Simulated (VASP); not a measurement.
These are PBE GGA, VASP's PBE PAW potentials (set 64) (plane waves; VASP 6.6.1) values and carry that method's errors.

A VASP calculation is set up with these files.

KPOINTS:
```
kpoints
0
gamma
  11 11 11
0 0 0
```

INCAR:
```
ALGO=Normal
EDIFF=1E-6
ENCUT=400
GGA=PE
ISIF=2
ISMEAR=1
ISPIN=2
LASPH=T
LCHARG=F
LREAL=F
LWAVE=F
MAGMOM=1.0
NELM=100
PREC=Accurate
SIGMA=0.1
SYSTEM=Al
```

File POSCAR:
```
Al
1
    0.0000000000     2.0655000000     2.0655000000
    2.0655000000     0.0000000000     2.0655000000
    2.0655000000     2.0655000000     0.0000000000
Al
1
Direct
  0.0000000000   0.0000000000   0.0000000000
```

POTCAR, in this order: Al (PBE.64 set). Program: vasp_std.

Question: What does the run give for the energy per atom (σ→0), cell moment, pressure, band gap (on the k-mesh)?

Answer: 
| Quantity | Result |
|---|---|
| energy per atom (σ→0) | -3.736 eV/atom |
| cell moment | 0.00 μB |
| band gap (on the k-mesh) | none (metal, semimetal or under 0.01 eV) |
| pressure | -4.50 GPa |

File OSZICAR:
```
...
DAV:   6    -0.374409038586E+01   -0.22969E+00   -0.13988E-02  1464   0.100E+00    0.838E-01
DAV:   7    -0.373848873297E+01    0.56017E-02   -0.10143E-02  1524   0.686E-01    0.586E-01
DAV:   8    -0.373680440362E+01    0.16843E-02   -0.20633E-03  1440   0.310E-01    0.251E-01
DAV:   9    -0.373656139805E+01    0.24301E-03   -0.26163E-04  1746   0.107E-01    0.713E-02
DAV:  10    -0.373657127493E+01   -0.98769E-05   -0.68800E-05  1554   0.539E-02    0.335E-02
DAV:  11    -0.373657361284E+01   -0.23379E-05   -0.10957E-05  1578   0.260E-02    0.559E-03
DAV:  12    -0.373657369858E+01   -0.85746E-07   -0.63171E-07  1020   0.805E-03
   1 F= -.37365737E+01 E0= -.37361167E+01  d E =-.137101E-02  mag=    -0.0005
```

The compound is Al in the fcc structure. The cell was not relaxed at this level.
